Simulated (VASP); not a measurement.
Method: PBE GGA, VASP's PBE PAW potentials (set 64) (plane waves; VASP 6.6.1).

VASP input:

KPOINTS:
```
Automatic mesh
0
Gamma
6 6 4
0 0 0
```

**INCAR**
```
ALGO = VeryFast
EDIFF = 1E-6
ENCUT = 520
GGA = PE
ISIF = 2
ISMEAR = 0
LASPH = .TRUE.
LCHARG = .FALSE.
LMAXMIX = 4
LREAL = .FALSE.
LWAVE = .FALSE.
NELM = 100
PREC = Accurate
SIGMA = 0.05
SYSTEM = SnO
```

POSCAR:
```
SnO
1
    2.8740400000    -2.1003070000     0.0000000000
    2.8740400000     2.1003070000     0.0000000000
   -1.0431720000     0.0000000000     6.2071250000
Sn O
2 2
Direct
  0.0000000000   0.5000000000   0.0000000000
  0.5000000000   0.0000000000   0.5000000000
  0.5816000000   0.4184000000   0.2500000000
  0.4184000000   0.5816000000   0.7500000000
```

POTCAR, in this order: Sn_d O (PBE.64 set). Program: vasp_std.

Unless said otherwise, spin-orbit coupling is left out, though it shifts the bands of the heavy elements here.

Question: Predict the energy per atom (σ→0), pressure, largest force, band gap (on the k-mesh).

Answer: 
```
Property                                                    Result
------------------------  ----------------------------------------
energy per atom (σ→0)                               -5.169 eV/atom
band gap (on the k-mesh)  none (metal, semimetal or under 0.01 eV)
pressure                                                 -3.52 GPa
largest force                                           0.191 eV/Å
```

File OSZICAR:
```
...
RMM:  18    -0.206781902771E+02   -0.23422E-03   -0.19053E-03  3371   0.286E-01    0.324E-02
RMM:  19    -0.206782110527E+02   -0.20776E-04   -0.45982E-04  3213   0.133E-01    0.187E-02
RMM:  20    -0.206782184761E+02   -0.74234E-05   -0.11268E-04  2902   0.575E-02    0.115E-02
RMM:  21    -0.206782207015E+02   -0.22254E-05   -0.49427E-05  2569   0.338E-02    0.302E-03
RMM:  22    -0.206782228557E+02   -0.21542E-05   -0.22590E-05  2416   0.162E-02    0.146E-03
RMM:  23    -0.206782240411E+02   -0.11853E-05   -0.10347E-05  1650   0.905E-03    0.132E-03
RMM:  24    -0.206782246132E+02   -0.57211E-06   -0.69734E-06  1620   0.709E-03
   1 F= -.20678225E+02 E0= -.20677602E+02  d E =-.124529E-02
```

The structure was generated: SnO was put into the tenorite type (C2/c), which need not be its known phase. The cell was not relaxed at this level. The k-mesh is coarse (spacing up to 0.31 per Å, 2π included), so the numbers may not be converged in it. The run is one of a series of settings (ALGO = VeryFast against the base run), some of them coarse on purpose.
